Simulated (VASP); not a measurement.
Given:

```yaml
crystal:
  lattice:
    - [2.96964, 0.00000, 0.00000]
    - [0.00000, 2.96964, 0.00000]
    - [0.00000, 0.00000, 2.96964]
  atoms:
    - { symbol: Ti, position: [0.00000, 0.00000, 0.00000] }
    - { symbol: Co, position: [0.50000, 0.50000, 0.50000] }
```

Level of theory: PBE GGA, VASP's PBE PAW potentials (set 64) (plane waves; VASP). Run with 520 eV cut-off, Gaussian smearing of 0.050 eV, potentials Ti_sv Co.

Problem. Give the energies of bands 5 to 13 at the high-symmetry points, in eV from the Fermi level.

Solution. 
```
band      Γ      X      M      R
----  -----  -----  -----  -----
5     -7.74  -4.10  -4.42  -2.46
6     -3.83  -3.81  -3.81  -2.46
7     -3.83  -2.40  -2.45  -2.46
8     -1.49  -1.57  -2.45  -2.15
9     -1.49  -1.57  -0.61  -2.15
10    -1.49  -1.06  -0.15  -2.15
11     0.78  -0.82   0.66  -0.58
12     0.78   0.12   0.66  -0.58
13     2.74   0.63   1.22   3.17
```

It has no gap at this level: it comes out as a metal or semimetal.

The compound is TiCo in the CsCl type structure. It was relaxed first. The run is not spin-polarised, so no magnetic state was tried. The electron count is odd and the run is not spin-polarised, which forces a metal.
